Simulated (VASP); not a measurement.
Here is the system:

```xyz
2
Lattice="0.0000 2.9083 2.9083 2.9083 0.0000 2.9083 2.9083 2.9083 0.0000" Properties=species:S:1:pos:R:3 pbc="T T T"
Eu     0.0000     0.0000     0.0000
S      2.9083     2.9083     2.9083
```

Method: PBE0 hybrid, VASP's PBE PAW potentials (set 64) (plane waves; VASP 6.6.1). Numerical set-up: 520 eV cut-off, 6×6×6 Γ-centred mesh, Gaussian smearing of 0.050 eV, potentials Eu_2 S.

The 4f electrons are frozen in the core of the lanthanide potential, so 4f levels, which can set the real gap, and their magnetism are missing.

**Question.** Predict the energy per atom (σ→0), band gap (on the k-mesh) with the smallest direct gap where there is one.

**Answer.** 
```json
{
 "band gap (on the k-mesh)": "3.47 eV",
 "smallest direct gap (on the k-mesh)": "3.98 eV",
 "energy per atom (σ→0)": "-6.335 eV/atom"
}
```

Only differences to runs with the same potentials and settings are physical.

The compound is EuS in the rock salt structure. This cell is one point of a volume scan, at 0.97 of the reference volume. The cell's shape comes from a PBE relaxation.
